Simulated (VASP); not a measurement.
Computed with PBEsol GGA, VASP's PBE PAW potentials (set 64) (plane waves; VASP 6.6.1).

A VASP calculation is set up with these files.

POSCAR:
```
Li2S
1
    0.0000000000     2.8272200709     2.8272200709
    2.8272200709     0.0000000000     2.8272200709
    2.8272200709     2.8272200709     0.0000000000
Li S
2 1
Direct
  0.2500000000   0.2500000000   0.2500000000
  0.7500000000   0.7500000000   0.7500000000
  0.0000000000   0.0000000000   0.0000000000
```

**INCAR**
```
LWAVE = F
ISIF = 3   ! ions, shape and volume
EDIFF = 1E-7   ! SCF stop (eV)
NELM = 100   ! most electronic steps
SIGMA = 0.05   ! width (eV)
POTIM = 0.015   ! step
IBRION = 6   ! finite differences
LCHARG = F
LASPH = T   ! aspherical one-centre terms
SYSTEM = Li2S
PREC = Accurate
NFREE = 2
ENCUT = 650
GGA = PS   ! PBEsol
LREAL = F   ! projection in real space or not
ALGO = Normal   ! blocked Davidson
ISMEAR = 0   ! Gaussian
NSW = 1
```

File KPOINTS:
```
K-points
0
gamma
  6 6 6
0 0 0
```

POTCAR, in this order: Li_sv S (PBE.64 set). Program: vasp_std.

The run wrote:

File OUTCAR:
```


 TOTAL ELASTIC MODULI (kBar)
 Direction    XX          YY          ZZ          XY          YZ          ZX
 --------------------------------------------------------------------------------
 XX         861.9321    204.0543    204.0543     -0.0000     -0.0000      0.0000
 YY         204.0543    861.9321    204.0543     -0.0000      0.0000      0.0000
 ZZ         204.0543    204.0543    861.9321     -0.0000     -0.0000      0.0000
 XY          -0.0000     -0.0000     -0.0000    346.3723     -0.0000      0.0000
 YZ          -0.0000      0.0000     -0.0000     -0.0000    346.3723     -0.0000
 ZX           0.0000      0.0000      0.0000      0.0000     -0.0000    346.3723
 --------------------------------------------------------------------------------
```
(Selected blocks of OUTCAR.)

The compound is Li2S in the antifluorite structure. It was relaxed first.
